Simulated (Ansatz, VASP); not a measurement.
# V2O5: VASP beside Ansatz, part 2 of 2

Aim: how closely do two programs agree when they are given the same cell, functional and k mesh? The cell is taken from a series of runs on this material, whose earlier steps may have relaxed, scaled, displaced or heated it; both programs get it as it stands.

VASP 6.6.1 and Ansatz 0.2.0.

So far: Starting point; VASP: dielectric response, LDA.

**2. VASP: dielectric response, LDA (continued)**

Level of this step: LDA, no spin polarisation; plane waves and PAW (V_sv, O) (VASP).

Numbers of over 12 decimals in the logs are rounded to 6 here.

From OUTCAR (step 2):

```text
ion  position               nearest neighbor table
   1  0.000  0.851  0.108-   5 1.58  13 1.78  12 1.88  12 1.88   9 2.02
   2  0.000  0.149  0.108-   6 1.58  13 1.78  11 1.88  11 1.88  10 2.02
   3  0.500  0.351  0.892-   7 1.58  14 1.78  10 1.88  10 1.88  11 2.02
   4  0.500  0.649  0.892-   8 1.58  14 1.78   9 1.88   9 1.88  12 2.02
   5  0.000  0.854  0.469-   1 1.58
   6  0.000  0.146  0.469-   2 1.58
   7  0.500  0.354  0.531-   3 1.58
   8  0.500  0.646  0.531-   4 1.58
   9  0.000  0.681  0.997-   4 1.88   4 1.88   1 2.02
  10  0.000  0.319  0.997-   3 1.88   3 1.88   2 2.02
  11  0.500  0.181  0.003-   2 1.88   2 1.88   3 2.02
  12  0.500  0.819  0.003-   1 1.88   1 1.88   4 2.02
  13  0.000  0.000  0.999-   1 1.78   2 1.78
  14  0.500  0.500  0.001-   3 1.78   4 1.78

  LATTYP: Found a simple orthorhombic cell.
 ALAT       =     3.5640000000
 B/A-ratio  =     1.2255892256
 C/A-ratio  =     3.2300785634

 Subroutine GETGRP returns: Found  8 space group operations
 (whereof  4 operations were pure point group operations)

The static configuration has the point symmetry C_2v.
 The point group associated with its full space group is D_2h.

 Found     32 irreducible k-points:

   k-points           NKPTS =     32   k-points in BZ     NKDIM =     32   number of bands    NBANDS=     70

   dimension x,y,z NGX =    28 NGY =   90 NGZ =   32
   dimension x,y,z NGXF=    56 NGYF=  180 NGZF=   64

   ENCUT  =  520.0 eV  38.22 Ry    6.18 a.u.   6.63 21.40  8.12*2*pi/ulx,y,z

   NELECT =     112.0000    total number of electrons

 k-points in reciprocal lattice and weights: Automatic mesh
   0.00000000  0.00000000  0.00000000       0.014
   0.16666667  0.00000000  0.00000000       0.028
   0.33333333  0.00000000  0.00000000       0.028
   0.50000000  0.00000000  0.00000000       0.014
   0.00000000  0.50000000  0.00000000       0.014
   0.16666667  0.50000000  0.00000000       0.028
   0.33333333  0.50000000  0.00000000       0.028
   0.50000000  0.50000000  0.00000000       0.014
   0.00000000  0.00000000  0.16666667       0.028
[...]
0.33333333  0.50000000  0.50000000       0.028
   0.50000000  0.50000000  0.50000000       0.014

 average (electrostatic) potential at core
       1 -79.9848       2 -79.9848       3 -79.9848       4 -79.9848       5 -74.3861
       6 -74.3861       7 -74.3861       8 -74.3861       9 -74.2075      10 -74.2075
      11 -74.2075      12 -74.2075      13 -74.2023      14 -74.2023

  Total       -6.7500620     -5.9362701     -0.9047665      0.0000000      0.0000000      0.0000000
  in kB      -60.3458263    -53.0704937     -8.0886490      0.0000000      0.0000000      0.0000000
  external PRESSURE =     -40.5016563 kB  Pullay stress =       0.0000000 kB

  energy-cutoff  :      520.00
  volume of cell :      179.21
      direct lattice vectors                 reciprocal lattice vectors
     3.564000000  0.000000000  0.000000000     0.280583614  0.000000000  0.000000000
     0.000000000 11.512000000  0.000000000     0.000000000  0.086865879  0.000000000
     0.000000000  0.000000000  4.368000000     0.000000000  0.000000000  0.228937729

 POSITION                                       TOTAL-FORCE (eV/Angst)
 -----------------------------------------------------------------------------------
      0.00000      9.79878      0.47305         0.000000      0.026774     -0.690522
      0.00000      1.71322      0.47305         0.000000     -0.026774     -0.690522
      1.78200      4.04278      3.89495         0.000000      0.026774      0.690522
      1.78200      7.46922      3.89495        -0.000000     -0.026774      0.690522
      0.00000      9.83470      2.04859        -0.000000     -0.029946      0.458672
      0.00000      1.67730      2.04859         0.000000      0.029946      0.458672
      1.78200      4.07870      2.31941         0.000000     -0.029946     -0.458672
      1.78200      7.43330      2.31941         0.000000      0.029946     -0.458672
      0.00000      7.84082      4.35490        -0.000000      0.141957     -0.125623
      0.00000      3.67118      4.35490         0.000000     -0.141957     -0.125623
      1.78200      2.08482      0.01310         0.000000      0.141957      0.125623
      1.78200      9.42718      0.01310         0.000000     -0.141957      0.125623
      0.00000      0.00000      4.36363         0.000000      0.000000      0.213572
      1.78200      5.75600      0.00437         0.000000      0.000000     -0.213572
 -----------------------------------------------------------------------------------
    total drift:                                0.000000      0.000000      0.000000

 MACROSCOPIC STATIC DIELECTRIC TENSOR (including local field effects in DFT)
 ------------------------------------------------------
           6.148365     0.000000     0.000000
           0.000000     6.667404     0.000000
           0.000000     0.000000     3.877058
 ------------------------------------------------------

 PIEZOELECTRIC TENSOR (including local field effects)  for field in x, y, z        (C/m^2)
          XX          YY          ZZ          XY          YZ          ZX
  --------------------------------------------------------------------------------
  x     0.00000     0.00000     0.00000     0.00000     0.00000     0.00000
  y     0.00000     0.00000     0.00000     0.00000     0.00000     0.00000
  z     0.00000     0.00000    -0.00000     0.00000     0.00000     0.00000

 BORN EFFECTIVE CHARGES (including local field effects) (in |e|, cummulative output)
 ---------------------------------------------------------------------------------
 ion    1
    1     6.29555     0.00000     0.00000
    2     0.00000     6.70105    -0.51367
    3     0.00000    -0.08375     3.31880
 ion    2
    1     6.29555     0.00000     0.00000
    2     0.00000     6.70105     0.51367
    3     0.00000     0.08375     3.31880
 ion    3
    1     6.29555     0.00000     0.00000
    2     0.00000     6.70105     0.51367
    3     0.00000     0.08375     3.31880
 ion    4
    1     6.29555     0.00000     0.00000
    2     0.00000     6.70105    -0.51367
    3     0.00000    -0.08375     3.31880
 ion    5
    1    -0.55379     0.00000     0.00000
    2     0.00000    -0.54834     0.20233
    3     0.00000     0.06605    -2.20466
 ion    6
    1    -0.55379     0.00000     0.00000
    2     0.00000    -0.54834    -0.20233
    3     0.00000    -0.06605    -2.20466
 ion    7
    1    -0.55379     0.00000     0.00000
    2     0.00000    -0.54834    -0.20233
    3     0.00000    -0.06605    -2.20466
 ion    8
    1    -0.55379     0.00000     0.00000
    2     0.00000    -0.54834     0.20233
    3     0.00000     0.06605    -2.20466
 ion    9
    1    -5.22614     0.00000     0.00000
    2     0.00000    -2.63357    -0.70501
    3     0.00000    -0.28112    -0.75545
 ion   10
    1    -5.22614     0.00000     0.00000
    2     0.00000    -2.63357     0.70501
    3     0.00000     0.28112    -0.75545
 ion   11
    1    -5.22614     0.00000     0.00000
    2     0.00000    -2.63357     0.70501
    3     0.00000     0.28112    -0.75545
 ion   12
    1    -5.22614     0.00000     0.00000
    2     0.00000    -2.63357    -0.70501
    3     0.00000    -0.28112    -0.75545
 ion   13
    1    -1.03124     0.00000     0.00000
    2     0.00000    -7.03829     0.00000
    3     0.00000     0.00000    -0.71738
 ion   14
    1    -1.03124     0.00000     0.00000
    2     0.00000    -7.03829     0.00000
    3     0.00000     0.00000    -0.71738
```

This run has no spin polarisation, so a moment on V, if there is one, isn't seen. The dielectric response converges more slowly with the mesh than energies do, so tensor and charges may still move on a finer one.

**3. Ansatz: dielectric response, LDA**

Ansatz runs on its default PAW (the set named soft_2) files.

The same cell, functional (in two slightly different forms) and mesh now go to Ansatz, which takes its cutoff from its data sets.

The input, input.yaml:

```yaml
crystal:
  lattice:
    - [3.564, 0.0, 0.0]
    - [0.0, 11.512, 0.0]
    - [0.0, 0.0, 4.368]
  atoms:
    - { symbol: V, position: [0.0, 0.85118, 0.1083] }
    - { symbol: V, position: [0.0, 0.14882, 0.1083] }
    - { symbol: V, position: [0.5, 0.35118, 0.8917] }
    - { symbol: V, position: [0.5, 0.64882, 0.8917] }
    - { symbol: O, position: [0.0, 0.8543, 0.469] }
    - { symbol: O, position: [0.0, 0.1457, 0.469] }
    - { symbol: O, position: [0.5, 0.3543, 0.531] }
    - { symbol: O, position: [0.5, 0.6457, 0.531] }
    - { symbol: O, position: [0.0, 0.6811, 0.997] }
    - { symbol: O, position: [0.0, 0.3189, 0.997] }
    - { symbol: O, position: [0.5, 0.1811, 0.003] }
    - { symbol: O, position: [0.5, 0.8189, 0.003] }
    - { symbol: O, position: [0.0, 0.0, 0.999] }
    - { symbol: O, position: [0.5, 0.5, 0.001] }
kpoints:
  mp_grid: { grid: [6, 2, 6] }
hamiltonian:
  xc: lda
scf:
  occupations: { method: fixed }
dielectric: {}
```

On the command line:

```console
$ ansatz run input.yaml --threads 3 --pin off --max-ram 92160MiB --backend cuda --devices 1 --max-vram 13GiB --events-out ev --progress --plain --runs-dir out
```

The program printed:

```text
GPUs: using 1 of 1 available (devices: 1).
Engine: ansatz 0.2.0, x86_64-unknown-linux-gnu
Pseudopotentials: kind: paw
Pseudopotential: V, paw, valence charge 13, recommended cutoff 420 eV (normal), V.paw.azcp
Pseudopotential: O, paw, valence charge 6, recommended cutoff 420 eV (normal), O.paw.azcp
Functional definition: SPW92
  exchange = slater_x
  correlation = pw_c
device memory: the entry about to start is reckoned to put 3.5 GiB on a device that reports 46.0 GiB free (of which the cap on the GPU budget leaves the run 13.0 GiB)
GPU FFT provider: cuFFT
GPU libraries: cuBLAS 13.8.2, cuFFT 12.4.0, cuSOLVER 12.3.4
Crystal: 14 atoms, lattice volume = 179.214 Å³
Basis set: ecut = 420 eV, 3495 PW (Γ), exchange–correlation on 48×160×60 points (8 copies of the dense FFT grid, shifted against one another)
Bands: 70, of which v1, the nominal top of the filled ones, is band 56 counted from 1 (55 counted from 0)
Symmetry: 8 space group operations
k-points: 40 of 72 (irreducible under 1 space group operation, time reversal used)
Non-local potential: V, projectors of the file, l = 0: 3, l = 1: 2, l = 2: 3, l = 3: 1
Non-local potential: O, projectors of the file, l = 0: 2, l = 1: 2, l = 2: 1
PAW form: soft (Blöchl's): semilocal exchange-correlation on the pseudo side does not see the compensation charge
PAW frozen core: V, regenerated for the run's functional, and the local potential with it (the file was generated under x = pbe(κ = 0.804, μ = 0.219515), c = pbe(β = 0.066725))
PAW frozen core: O, regenerated for the run's functional, and the local potential with it (the file was generated under x = pbe(κ = 0.804, μ = 0.219515), c = pbe(β = 0.066725))
PAW one-centre angular grid: V, 590 points (default); XC on 64 Gauss nodes
PAW one-centre angular grid: O, 110 points (default); XC on 64 Gauss nodes
Initial density: superposition of atomic densities (neutral atoms: chi_scale 0, normalization atom), corrected by the library's trained network
Initial wavefunctions: pseudopotential atomic-orbital guess
GPU buffer pool allocated for 57600 grid points (all kernels)
GPU transforms: local potential and band sums: pruned to the plane-wave sphere, on 24×80×30
Functional: x = slater, c = lda
SCF iter   1: F=—  HF=-17000.981084 eV  |F-HF|=—  |Δ(HF+E_count)|=         —  Δρ=1.84e-2  dr2=5.38e-1  ethr=1.77e-3  ⟨swp⟩=3.7  Hψ=8937  notcnv=0  defer=392
preconditioner: auto → Resta (q_TF=auto, 2.523 Å⁻¹)  ε∞=7.9  [insulator: Δε(μ)=1.598 eV  Ē_g=9.449 eV  n_scr=48 (ndim 8)  ℏωp=24.8 eV  f_vac=0.166  ε∞_Penn≈7.9]
SCF iter   2: F=—  HF=-17000.919690 eV  |F-HF|=—  |Δ(HF+E_count)|=   6.14e-2  Δρ=1.53e-2  dr2=4.19e-1  ethr=4.81e-4  ⟨swp⟩=2.1  Hψ=4649  notcnv=0  defer=480
SCF iter   3: F=—  HF=-17000.871177 eV  |F-HF|=—  |Δ(HF+E_count)|=   4.85e-2  Δρ=5.34e-3  dr2=4.42e-2  ethr=3.74e-4  ⟨swp⟩=2.0  Hψ=3741  notcnv=0  defer=480
SCF iter   4: F=—  HF=-17000.863301 eV  |F-HF|=—  |Δ(HF+E_count)|=   7.88e-3  Δρ=2.21e-3  dr2=1.15e-2  ethr=3.94e-5  ⟨swp⟩=2.0  Hψ=3901  notcnv=0  defer=480
SCF iter   5: F=—  HF=-17000.861628 eV  |F-HF|=—  |Δ(HF+E_count)|=   1.67e-3  Δρ=8.77e-4  dr2=1.29e-3  ethr=1.03e-5  ⟨swp⟩=2.0  Hψ=3332  notcnv=0  defer=480
SCF iter   6: F=—  HF=-17000.860975 eV  |F-HF|=—  |Δ(HF+E_count)|=   6.53e-4  Δρ=3.32e-4  dr2=2.31e-4  ethr=1.15e-6  ⟨swp⟩=2.0  Hψ=3658  notcnv=0  defer=480
SCF iter   7: F=—  HF=-17000.860582 eV  |F-HF|=—  |Δ(HF+E_count)|=   3.93e-4  Δρ=1.91e-4  dr2=7.19e-5  ethr=2.07e-7  ⟨swp⟩=2.0  Hψ=3924  notcnv=0  defer=339
SCF iter   8: F=—  HF=-17000.860418 eV  |F-HF|=—  |Δ(HF+E_count)|=   1.64e-4  Δρ=4.72e-5  dr2=6.04e-6  ethr=6.42e-8  ⟨swp⟩=2.0  Hψ=3661  notcnv=0  defer=339
SCF iter   9: F=—  HF=-17000.861330 eV  |F-HF|=—  |Δ(HF+E_count)|=   9.12e-4  Δρ=2.41e-5  dr2=1.58e-6  ethr=5.40e-9  ⟨swp⟩=1.9  Hψ=3001  notcnv=0  defer=339
SCF iter  10: F=—  HF=-17000.861331 eV  |F-HF|=—  |Δ(HF+E_count)|=   6.12e-7  Δρ=8.48e-6  dr2=1.67e-7  ethr=1.41e-9  ⟨swp⟩=2.0  Hψ=3506  notcnv=0  defer=339
[...]
SCF iter  13: F=—  HF=-17000.861331 eV  |F-HF|=—  |Δ(HF+E_count)|=   2.12e-9  Δρ=4.98e-7  dr2=1.03e-9  ethr=9.40e-12  ⟨swp⟩=2.0  Hψ=3423  notcnv=0  defer=339
SCF iter  14: F=—  HF=-17000.861331 eV  |F-HF|=—  |Δ(HF+E_count)|=  1.35e-10  Δρ=5.59e-7  dr2=6.60e-10  ethr=1.00e-12  ⟨swp⟩=2.0  Hψ=3661  notcnv=0  defer=339
SCF iter  15: F=-17000.861331 eV  HF=-17000.861331 eV  |F-HF|=7.28e-12  |Δ(HF+E_count)|=  7.28e-11  Δρ=8.53e-8  dr2=1.90e-11  ethr=1.00e-12  ⟨swp⟩=7.0  Hψ=9632  notcnv=0
SCF 1 converged in 15 iterations: F = -17000.861331 eV  dr2 = 1.90e-11
  greatest PAW one-centre occupation: 1.000 electrons in one spin orbital (limit 2), on the V atom at site 3 (counted from 0), in its partial waves of l = 0
the response reads at least the filled bands of the reference SCF and the lowest empty band at each k-point, and that SCF's band table does not vouch for those bands. The notice of the band table in this run's record says why
device memory: the entry about to start is reckoned to put 0.1 GiB (of the 0.2 GiB reckoned in all, the device holds 0.2 GiB already) on a device that reports 46.8 GiB free (of which the cap on the GPU budget leaves the run 12.9 GiB)
device memory: the entry about to start is reckoned to put 2.7 GiB (of the 2.9 GiB reckoned in all, the device holds 0.2 GiB already) on a device that reports 46.7 GiB free (of which the cap on the GPU budget leaves the run 12.8 GiB)
DFPT response loops at Γ: preconditioner auto → none (the input reference at scf.mixing.eps_inf says where Resta's filter doesn't serve); β = 0.50; Broyden in place of MSR1
── the response to a field inside a basis, on 6×2×6 k-points: an SCF that follows is theirs, and a resumed run solves both again ──
device memory: the entry about to start is reckoned to put 0.4 GiB on a device that reports 51.4 GiB free (of which the cap on the GPU budget leaves the run 12.8 GiB)
GPU FFT provider: cuFFT
GPU libraries: cuBLAS 13.8.2, cuFFT 12.4.0, cuSOLVER 12.3.4
Bands: 57, of which v1, the nominal top of the filled ones, is band 56 counted from 1 (55 counted from 0)
k-points: 9 of 72
Initial density: handed on by an earlier stage of this run
Initial wavefunctions: pseudopotential atomic-orbital guess (no wavefunctions were taken with the density)
GPU buffer pool allocated for 57600 grid points (all kernels)
GPU transforms: band sums: pruned to the plane-wave sphere, on 24×80×30
Eigensolver: Dense (9 Hₖ)
SCF iter   1: F=—  HF=-17000.686465 eV  |F-HF|=—  |Δ(HF+E_count)|=         —  Δρ=5.90e-4  dr2=1.77e-4  ethr=1.00e-1
preconditioner: auto → Resta (q_TF=auto, 2.523 Å⁻¹)  ε∞=10.9  [insulator: Δε(μ)=1.855 eV  Ē_g=7.883 eV  n_scr=48 (ndim 8)  ℏωp=24.8 eV  f_vac=0.156  ε∞_Penn≈10.9]
SCF iter   2: F=—  HF=-17000.686460 eV  |F-HF|=—  |Δ(HF+E_count)|=   5.04e-6  Δρ=3.33e-4  dr2=1.29e-4  ethr=1.58e-7
SCF iter   3: F=—  HF=-17000.686470 eV  |F-HF|=—  |Δ(HF+E_count)|=   1.05e-5  Δρ=3.10e-4  dr2=1.48e-4  ethr=1.16e-7
SCF iter   4: F=—  HF=-17000.686454 eV  |F-HF|=—  |Δ(HF+E_count)|=   1.65e-5  Δρ=5.35e-5  dr2=4.17e-6  ethr=1.16e-7
SCF iter   5: F=—  HF=-17000.686454 eV  |F-HF|=—  |Δ(HF+E_count)|=   2.16e-7  Δρ=2.79e-5  dr2=1.93e-6  ethr=3.73e-9
SCF iter   6: F=—  HF=-17000.686453 eV  |F-HF|=—  |Δ(HF+E_count)|=   1.89e-7  Δρ=1.07e-5  dr2=2.96e-7  ethr=1.72e-9
SCF iter   7: F=-17000.686453 eV  HF=-17000.686453 eV  |F-HF|=2.51e-8  |Δ(HF+E_count)|=   3.12e-8  Δρ=6.08e-6  dr2=6.38e-8  ethr=2.64e-10
SCF 1 converged in 7 iterations: F = -17000.686453 eV  dr2 = 6.38e-8
device memory: the entry about to start is reckoned to put 0.1 GiB (of the 0.1 GiB reckoned in all, the device holds 0.1 GiB already) on a device that reports 49.0 GiB free (of which the cap on the GPU budget leaves the run 12.8 GiB)
device memory: the entry about to start is reckoned to put 2.4 GiB on a device that reports 48.1 GiB free (of which the cap on the GPU budget leaves the run 12.6 GiB)
DFPT response loops at Γ: mixed as the last ones told, above
SCF converged after 15 iterations
Free energy (F): -17000.861331 eV
Harris-Foulkes:  -17000.861331 eV  (|F-HF|=7.28e-12)
Internal energy: -17000.861331 eV  (E = F + TS)
E sigma→0 (E₀):  -17000.861331 eV
Fermi energy:    3.856054 eV
--- Per-component energies (eV) ---
  E_band       = -1442.383741
  E_kinetic    = 3070.695497
  E_local      = -11267.980876  (includes V_loc(G=0)·N_el)
  E_nonlocal   = 312.771747
  E_hartree    = 4580.335869
  E_xc         = -1233.391815
  E_vxc        = -1580.074365  (∫ρ·V_xc dr)
  E_paw        = -5702.034801  (= ΣΔE_a)
  E_vpaw       = -1138.493097  (= ΣTr[D̂ρ^β])
  E_aug_tail   = 0.025385  (compensation charges beyond the density's cutoff)
  E_ewald      = -6763.636150
  E_core_change = 2.353814  (= ΣΔE_core)
  E_smearing   = -0.000000  (= −TS)
  E_closure    = 0.000000  (closes the sum)
  Σ components = -17000.861331   (vs F -17000.861331, Δ=0.00e0)
--- Band table (eV; the first three rows and the last of 40) ---
  k-point 0: bands = [... 52 lower, 2.9109, 3.0811, 3.1655, 3.2274, 5.5871, 5.7433, 7.0692, 7.1657, ... 10 higher]
  k-point 1: bands = [... 52 lower, 2.9448, 3.1580, 3.2853, 3.3039, 5.6177, 5.7814, 7.0868, 7.1838, ... 10 higher]
  k-point 2: bands = [... 52 lower, 3.0539, 3.3956, 3.4042, 3.6082, 5.6832, 5.8528, 7.1288, 7.2111, ... 10 higher]
  k-point 39: bands = [... 52 lower, 3.7963, 3.7963, 3.8456, 3.8456, 6.2192, 6.2192, 6.8966, 6.8966, ... 10 higher]
--- Dielectric response (ions clamped): 3 representative field directions + reference, inside a basis on a mesh of 72 k-points (Σ response iterations 27) ---
  ε∞ (high-frequency dielectric tensor):
        6.092678     0.000000     0.000000
        0.000000     6.606169     0.000000
        0.000000     0.000000     3.862149
  Born effective charges Z* (e; rows j = field, columns β = displacement):
    site 0:
         6.28095   -0.00000    0.00000
        -0.00000    6.68417   -0.54873
         0.00000   -0.08021    3.29514
    site 1:
         6.28095   -0.00000    0.00000
         0.00000    6.68417    0.54873
         0.00000    0.08021    3.29514
    site 2:
         6.28095   -0.00000    0.00000
        -0.00000    6.68417    0.54873
         0.00000    0.08021    3.29514
    site 3:
         6.28095   -0.00000    0.00000
         0.00000    6.68417   -0.54873
         0.00000   -0.08021    3.29514
    site 4:
        -0.55285   -0.00000    0.00000
        -0.00000   -0.54844    0.21191
         0.00000    0.06399   -2.19989
    site 5:
        -0.55285   -0.00000    0.00000
         0.00000   -0.54844   -0.21191
         0.00000   -0.06399   -2.19989
    site 6:
        -0.55285   -0.00000    0.00000
         0.00000   -0.54844   -0.21191
         0.00000   -0.06399   -2.19989
    site 7:
[...]
site 8:
[...]
site 9:
[...]
site 10:
[...]
site 11:
[...]
0.00000   -2.62406   -0.69908
         0.00000   -0.28193   -0.74074
    site 12:
        -1.03147    0.00000    0.00000
         0.00000   -7.02333    0.00000
         0.00000    0.00000   -0.70900
    site 13:
        -1.03147    0.00000    0.00000
         0.00000   -7.02333    0.00000
         0.00000    0.00000   -0.70900
  Z* charge neutrality: 1.524e-2 e pre-enforcement
  solved inside a basis spanned on kpoints, on 6×2×6 k-points, its susceptibility summed on 10×4×8: ε∞ is read to err by 3.6e-2, Z* by 2.9e-2 e (field_mesh: kpoints solves on kpoints); Z* is corrected for what the basis lacks
```

**4. Side by side**

Known differences besides the potentials themselves: fixed occupations in Ansatz, narrow Gaussian smearing in VASP; VASP's response is taken on the typed mesh, Ansatz refines its own for the field response alone; the cutoff is 420 eV in Ansatz and 520 eV in VASP; VASP's log shows a relativistic correction to its local exchange, Ansatz's none. Total energies have different zeros and are not compared.

The two programs side by side:

```csv
quantity,Ansatz,VASP,difference
ε∞ xx,6.09,6.15,-0.91 %
ε∞ yy,6.61,6.67,-0.92 %
ε∞ zz,3.86,3.88,-0.38 %
Born charge of V1 (mean of the diagonal) (e),5.42,5.44,-0.02
Born charge of O5 (mean of the diagonal) (e),-1.10,-1.10,0.00
```

**5. Summary of results**

```
difference in ε∞ yy (dielectric response, LDA) : -0.92 %
```

What this shows: The difference in ε∞ yy is -0.92 % (dielectric response, LDA), within the 5 % picked in this series as the mark of a large difference. How closely two codes agree says nothing of how well the functional describes the real material.

[Lines on the potential files, build, host, timing and source positions are cut from VASP's logs without a mark.]

[Logs are printed without paths, hosts, clocks, repeated set-up lines and the standing remarks that a program may print on its own settings, such as how far it seeks lower states.]

[Hosts, paths, dates, database ids (printed as entryN), source tags and the programs' standing remarks are cut or masked in the printed files.]
